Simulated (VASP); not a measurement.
VASP runs on MoS$_{2}$ (space group P1) share one base input (PBEsol GGA, plane waves, VASP's PBE PAW potentials (set 64)) and change the settings named in each case.

INCAR:
```
SYSTEM = MoS2
PREC = Accurate
ENCUT = 300
EDIFF = 1E-6
NELM = 100
ALGO = Normal
LREAL = .FALSE.
LASPH = .TRUE.
ISMEAR = -1
SIGMA = 0.02
GGA = PS
LMAXMIX = 4
LWAVE = .FALSE.
LCHARG = .FALSE.
ISIF = 2
```

File POSCAR:
```
MoS2
1
    1.5800000000    -2.7366400000     0.0000000000
    1.5800000000     2.7366400000     0.0000000000
    0.0000000000     0.0000000000    12.3000000000
Mo S
2 4
Direct
  0.3403410000   0.6933440000   0.2524090000
  0.6448400000   0.3254460000   0.7457370000
  0.3583820000   0.6632490000   0.8786400000
  0.6826850000   0.3316210000   0.3837000000
  0.6813240000   0.3472080000   0.1215150000
  0.2924280000   0.6391320000   0.6179980000
```

**KPOINTS**
```
Regular mesh
0
Gamma
5 5 1
0 0 0
```

POTCAR, in this order: Mo_sv S (PBE.64 set). Program: vasp_std.

```csv
change,E(σ→0) (eV/atom),pressure (GPa),largest force (eV/Å)
base run,-7.7601,-5.67,1.596
"GGA removed, POTCAR Mo_sv S (LDA.64 set)",-8.0923,-8.30,1.688
"GGA_COMPAT = .FALSE., LNONCOLLINEAR = .TRUE., LSORBIT = .TRUE., MAGMOM = 0.0 0.0 0.0 0.0 0.0 0.0 0.0 0.0 0.0 0.0 0.0 0.0 0.0 0.0 0.0 0.0 0.0 0.0, program vasp_ncl",-7.7930,[?],[?]
KPOINTS 7×7×2 Γ-centred mesh,-7.7659,[?],[?]
"LDAU = .TRUE., LDAUJ = 0 0, LDAUL = 2 -1, LDAUTYPE = 2, LDAUU = 6.0 0",-5.3867,-1.76,1.374
```

Q: Fill in the missing entries.

A: 
- KPOINTS 7×7×2 Γ-centred mesh, pressure (GPa): -5.83
- KPOINTS 7×7×2 Γ-centred mesh, largest force (eV/Å): 1.581
- GGA_COMPAT = .FALSE., LNONCOLLINEAR = .TRUE., LSORBIT = .TRUE., MAGMOM = 0.0 0.0 0.0 0.0 0.0 0.0 0.0 0.0 0.0 0.0 0.0 0.0 0.0 0.0 0.0 0.0 0.0 0.0, program vasp_ncl, pressure (GPa): -5.66
- GGA_COMPAT = .FALSE., LNONCOLLINEAR = .TRUE., LSORBIT = .TRUE., MAGMOM = 0.0 0.0 0.0 0.0 0.0 0.0 0.0 0.0 0.0 0.0 0.0 0.0 0.0 0.0 0.0 0.0 0.0 0.0, program vasp_ncl, largest force (eV/Å): 1.593

Energies of different potentials or functionals have different zeros.  At 300 eV the pressure can carry a Pulay error.

Left out are runs that ran out of time, are held back, or changed the cell or the kind of run, fixed moments of cells without a moment, rows past the twelfth, gaps on odd meshes, pressures of charged cells and columns that move by less than the noise.

The structure is a typed MoS2 crystal. The cell was not relaxed at this level, its atoms were moved at random.
